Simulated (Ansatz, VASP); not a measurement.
**Ni (Ni(100) film of 2 layers) in two plane-wave programs**

Wanted: the spread between two codes on one cell, functional and k mesh. The cell is taken from a series of runs on this material, whose earlier steps may have relaxed, scaled, displaced or heated it; both programs get it as it stands.

Calculated with Ansatz 0.2.0; plane waves, with VASP 6.6.1 beside it; zone-centre phonons at PBEsol.

### 1. The starting structure

The cell holds 2 atoms: 2 Ni. Cell: a = 2.350 Å, b = 2.350 Å, c = 27.320 Å, α = 90.0°, β = 90.0°, γ = 90.0°. It derives from Ni. Vacuum lies along c.

### 2. Ansatz: zone-centre phonons, PBEsol

Ansatz runs on its default PAW (the set named soft_2) files.

Second derivatives magnify differences that forces hide, and they need a tight electronic threshold.

Contents of input.yaml:

```yaml
crystal:
  lattice:
    - [2.3500444385, 0.0, 0.0]
    - [0.0, 2.3500444385, 0.0]
    - [0.0, 0.0, 27.3200001408]
  atoms:
    - { symbol: Ni, position: [0.0, 0.0, 0.2021776894], spin: 0.78 }
    - { symbol: Ni, position: [0.5, 0.5, 0.2648794092], spin: 0.78 }
  periodic: [true, true, false]
kpoints:
  mp_grid: { grid: [6, 6, 1] }
hamiltonian:
  xc: pbesol
scf:
  occupations: { method: gaussian, width: 0.15 }
output:
  eigenvalues: true
  populations: true
magnetization:
  spin_polarized: true
phonons:
  method: dfpt
  qmesh: [2, 2, 1]
  temperatures: { t_max: 1000, t_step: 50 }
  qpath:
    path: [[0.0, 0.0, 0.0], [0.0, 0.5, 0.0], [0.5, 0.5, 0.0], [0.0, 0.0, 0.0]]
    npoints: 10
  electrical_resistivity:
    mesh: [12, 12, 1]
    temperatures: [20.0, 50.0, 77.0, 100.0, 150.0, 200.0, 300.0, 400.0, 600.0, 800.0]
  electron_occupations: "off"
```

Launch:

```sh
$ ansatz run input.yaml --threads 4 --pin off --max-ram 16384MiB --backend cpu --events-out ev --progress --plain --runs-dir out
```

Numbers of over 12 decimals in the logs are rounded to 6 here.

The log of the run:

```text
Warning: crystal.symmetry: narrowed to the stabiliser of the run's FFT grids — unitary ops 16 → 8. A phonons.method: dfpt run fills in the rows of the dynamical matrix that it does not solve by its symmetry operations, which is exact only for operations that map its FFT grids onto themselves: filled in by any other, the frequencies could depend on the order in which like atoms are typed, or, by more than the grids' own error, on where the crystal sits among the grids' points. Excluded: 8 operations. The run can therefore solve more perturbations, solve them on more k-points, or both, and cost more. [rest of the remark cut]
Engine: ansatz 0.2.0, aarch64-unknown-linux-gnu
Pseudopotentials: kind: paw
Pseudopotential: Ni, paw, valence charge 18, recommended cutoff 420 eV (normal), Ni.paw.azcp
Functional definition: PBEsol
  exchange = pbesol_x
  correlation = pbesol_c
Crystal: 2 atoms, lattice volume = 150.880 Å³
Basis set: ecut = 420 eV, 2927 PW (Γ), exchange–correlation on 32×32×384 points (8 copies of the dense FFT grid, shifted against one another)
Bands: 23, of which v1, the nominal top of the filled ones, is band 18 counted from 1 (17 counted from 0)
Symmetry: 16 space group operations
Space group: P4/nmm (ITA 129), of the structure as read, at distance tolerance 5.3e-5 Å
Magnetic group: BNS 129.411 (UNI 1071), of the structure as read, at distance tolerance 5.3e-5 Å
k-points: 10 of 36
Non-local potential: Ni, projectors of the file, l = 0: 3, l = 1: 2, l = 2: 3, l = 3: 1
PAW form: soft (Blöchl's): semilocal exchange-correlation on the pseudo side does not see the compensation charge
PAW frozen core: Ni, regenerated for the run's functional, and the local potential with it (the file was generated under x = pbe(κ = 0.804, μ = 0.219515), c = pbe(β = 0.066725))
PAW one-centre angular grid: Ni, 590 points (default); XC on 64 Gauss nodes
Initial density: superposition of atomic densities (neutral atoms: chi_scale 0, normalization atom)
Starting moments: Σ|m| = 1.56 μB on 2 of 2 sites
Initial wavefunctions: pseudopotential atomic-orbital guess
Functional: x = pbesol(κ = 0.804, μ = 0.123457), c = pbesol(β = 0.046)
SCF 1 converged in 10 iterations: F = -11608.106018 eV  dr2 = 2.89e-9
  greatest PAW one-centre occupation: 1.001 electrons in one spin orbital (limit 2), on the Ni atom at site 1 (counted from 0), in its partial waves of l = 1
a single point of the input's cell can leave the moments in the input for a lower state (scf.lower_state_search): this run first made a single point of its cell. This run's own SCFs start from the density of the state that the single point found, with the moments in the input. The single point stayed on the moments in the input.
k-points: 10 of 36 (irreducible under 8 space group operations)
Initial density: read from a saved state, or passed on in memory by an earlier SCF of this step, an earlier step, the calling program or the single point that the run made first
[...]
ASR residual: 4.128e-5 → 0.000e0 eV/Å²; symmetrization residual: 1.004e-9 eV/Å²
  The last average, over the group as it would stand without the narrowing to the FFT grids, took up to 4.441e-16 eV/Å² of the zone centre's force constants
  ASR residual per site (eV/Å²): 4.13e-5 4.13e-5
  Γ frequencies (cm⁻¹): 0.00 0.00 0.00 190.18 190.18 256.58
--- Phonons (arbitrary-q DFPT): 3 irreducible q on the 2×2×1 mesh ---
  q = [0.0000, 0.0000, 0.0000] (star 1, of the zone-centre solve; hermiticity 2.83e-10, symmetrization 2.90e-13, taken by the last average 1.25e-16): -0.00 -0.00 -0.00 190.18 190.18 256.58
  q = [0.0000, -0.5000, 0.0000] (star 2, 6 solved perturbations in 96 linear systems a pass and spin channel, the states on 16 of 36 k-point pairs; hermiticity 2.43e-9, symmetrization 9.99e-14, taken by the last average 2.32e-10): 101.52 101.52 162.61 162.61 304.24 304.24
  q = [-0.5000, -0.5000, 0.0000] (star 1, 4 solved perturbations in 52 linear systems a pass and spin channel, the states on 16 of 36 k-point pairs; hermiticity 8.48e-11, symmetrization 2.59e-11, taken by the last average 1.64e-10): 215.83 215.83 263.96 263.96 299.07 299.07
  sum rule: each row above includes the acoustic sum rule's correction from the zone centre's row sums; it moved no ω² by more than (0.44 cm⁻¹)²
  mesh force constants: q→R imaginary residual 1.58e-17; ASR residual 4.128e-5 → 0.000e0 eV/Å²; symmetrization residual 5.329e-15 eV/Å²
  interpolated dispersion: 31 rows × 6 modes
  density of states and harmonic sums: on the 26×26×1 q-mesh, interpolated from the force constants of a 2×2×1 supercell (no non-analytic term)
  largest difference from the sums on the solved wave vectors: F 1.38e-1 eV, S 2.02e-4 and C_V 6.42e-5 eV/K
  zero-point energy: 0.073437 eV/cell   skipped modes (ω ≤ 0): 3   left out of the sums: 7.40e-4 of the cell's modes: C_V's classical limit lies that fraction below 3 k_B per atom; for a crystal, a wire or a layer, F and S can be off by more, and a phonons.interpolated_qmesh denser along its periods is the remedy for the sampling
--- Electrical resistivity: potentials and phonons of a 2×2×1 supercell ---
  scattering by harmonic phonons alone, with no dipole-dipole term; scattering by other electrons, impurities, surfaces and spin disorder is left out, and so is spin–orbit coupling
[...]
6×6×1   down             10.8963              1.5323    2.1151    3.6692          25.612
          3×3×1     up              0.5741              2.7522    0.1809    0.2732          13.247
          3×3×1   down              5.2642              2.0054    0.8003    1.8508          20.146
  resistivity on the deck's mesh, µΩ·cm:
     T (K)       trace/2  mesh converged            xx            yy            zz    lowest order   relaxation time
     20.00     3.6134e-2              no     3.6134e-2     3.6134e-2      0.0000e0       1.1612e-1         1.3004e-1
     50.00     6.6226e-1              no     6.6226e-1     6.6226e-1      0.0000e0        1.0392e0          1.3752e0
     77.00      1.8918e0              no      1.8918e0      1.8918e0      0.0000e0        2.4839e0          3.1976e0
    100.00      3.2281e0              no      3.2281e0      3.2281e0      0.0000e0        3.9442e0          4.9991e0
    150.00      6.3847e0              no      6.3847e0      6.3847e0      0.0000e0        7.3120e0          9.1023e0
    200.00      9.4994e0              no      9.4994e0      9.4994e0      0.0000e0        1.0680e1          1.3146e1
    300.00      1.5451e1              no      1.5451e1      1.5451e1      0.0000e0        1.7303e1          2.0965e1
    400.00      2.1170e1              no      2.1170e1      2.1170e1      0.0000e0        2.3831e1          2.8565e1
    600.00      3.2142e1              no      3.2142e1      3.2142e1      0.0000e0        3.6656e1          4.3361e1
    800.00      4.2673e1              no      4.2673e1      4.2673e1      0.0000e0        4.9468e1          5.7814e1
  sheet resistance at 20 K: 0.1323 Ω
  mean free path at 20 K (of a tensor half of its trace): 25184 nm by what each carries, 7625 by the Fermi surface alone
  sheet resistance at 50 K: 2.424 Ω
  mean free path at 50 K (of a tensor half of its trace): 1133 nm by what each carries, 416 by the Fermi surface alone
  Hall coefficient in a weak field at 50 K (along the normal): -1.179e-9 m³/C (as a tensor it moves by 27.2 % between the two finest meshes); by each state's relaxation time: (none: it, or that of a finer mesh, parts from a neighbouring mesh's by over half of the finer one's); by a constant relaxation time: -2.957e-10 m³/C
  sheet resistance at 77 K: 6.925 Ω
  mean free path at 77 K (of a tensor half of its trace): 379 nm by what each carries, 146 by the Fermi surface alone
  Hall coefficient in a weak field at 77 K (along the normal): -1.114e-9 m³/C (as a tensor it moves by 7.8 % between the two finest meshes); by each state's relaxation time: -1.123e-9 m³/C; by a constant relaxation time: -2.950e-10 m³/C
  sheet resistance at 100 K: 11.82 Ω
  mean free path at 100 K (of a tensor half of its trace): 217 nm by what each carries, 85.4 by the Fermi surface alone
  Hall coefficient in a weak field at 100 K (along the normal): -1.049e-9 m³/C (as a tensor it moves by 2.0 % between the two finest meshes); by each state's relaxation time: -1.014e-9 m³/C; by a constant relaxation time: -2.947e-10 m³/C
  sheet resistance at 150 K: 23.37 Ω
  mean free path at 150 K (of a tensor half of its trace): 107 nm by what each carries, 43.2 by the Fermi surface alone
  Hall coefficient in a weak field at 150 K (along the normal): -9.609e-10 m³/C (as a tensor it moves by 0.0 % between the two finest meshes); by each state's relaxation time: -9.222e-10 m³/C; by a constant relaxation time: -2.941e-10 m³/C
  sheet resistance at 200 K: 34.77 Ω
  mean free path at 200 K (of a tensor half of its trace): 71.5 nm by what each carries, 29.0 by the Fermi surface alone
  Hall coefficient in a weak field at 200 K (along the normal): -9.247e-10 m³/C (as a tensor it moves by 0.0 % between the two finest meshes); by each state's relaxation time: -8.938e-10 m³/C; by a constant relaxation time: -2.935e-10 m³/C
  sheet resistance at 300 K: 56.56 Ω
  mean free path at 300 K (of a tensor half of its trace): 44.2 nm by what each carries, 17.8 by the Fermi surface alone
  Hall coefficient in a weak field at 300 K (along the normal): -9.114e-10 m³/C (as a tensor it moves by 0.4 % between the two finest meshes); by each state's relaxation time: -8.841e-10 m³/C; by a constant relaxation time: -2.926e-10 m³/C
  sheet resistance at 400 K: 77.49 Ω
  mean free path at 400 K (of a tensor half of its trace): 32.5 nm by what each carries, 13.0 by the Fermi surface alone
  Hall coefficient in a weak field at 400 K (along the normal): -9.210e-10 m³/C (as a tensor it moves by 3.6 % between the two finest meshes); by each state's relaxation time: -8.891e-10 m³/C; by a constant relaxation time: -2.950e-10 m³/C
  sheet resistance at 600 K: 117.6 Ω
  mean free path at 600 K (of a tensor half of its trace): 21.7 nm by what each carries, 8.57 by the Fermi surface alone
  Hall coefficient in a weak field at 600 K (along the normal): -9.573e-10 m³/C (as a tensor it moves by 0.5 % between the two finest meshes); by each state's relaxation time: -9.097e-10 m³/C; by a constant relaxation time: -3.117e-10 m³/C
  sheet resistance at 800 K: 156.2 Ω
  mean free path at 800 K (of a tensor half of its trace): 16.6 nm by what each carries, 6.46 by the Fermi surface alone
  Hall coefficient in a weak field at 800 K (along the normal): -9.984e-10 m³/C (as a tensor it moves by 10.0 % between the two finest meshes); by each state's relaxation time: -9.374e-10 m³/C; by a constant relaxation time: -3.369e-10 m³/C
  the resistivity times a path that all electrons share, by the Fermi surface of the deck's mesh alone (half of the trace): 2.755e-15 Ω·m²
  not converged in the mesh (λ; λ_tr; the resistivity at 20 K by 33.46 %; the resistivity at 50 K by 11.27 %; the resistivity at 77 K by 18.89 %; the resistivity at 100 K by 23.49 %; the resistivity at 150 K by 28.60 %; the resistivity at 200 K by 30.82 %; the resistivity at 300 K by 33.99 %; the resistivity at 400 K by 36.67 %; the resistivity at 600 K by 39.22 %; the resistivity at 800 K by 40.44 %): between neighb [...]
  vibrations of 4 cells: unjudged by the run; compare a larger repeat
  the changes of the potential over all sites missed a rigid shift's by 0.26 % (the site terms' by 0.00 %)
  between the force constants' wavevectors the phonons are obtained by Fourier interpolation alone: phonons.electron_occupations is off
--- Löwdin populations: 2 sites ---
  site symbol       q [e]    m [muB]
     0     Ni     17.7952     0.7104
     1     Ni     17.7952     0.7104
  spilling = 0.011377 (of n_electrons = 36.000000)
```

[end of part 1 of 2]

[Lines on the potential files, build, host, timing and source positions are cut from VASP's logs without a mark.]

[Logs are printed without paths, hosts, clocks, repeated set-up lines and the standing remarks that a program may print on its own settings, such as how far it seeks lower states.]

[Hosts, paths, dates, database ids (printed as entryN), source tags and the programs' standing remarks are cut or masked in the printed files.]
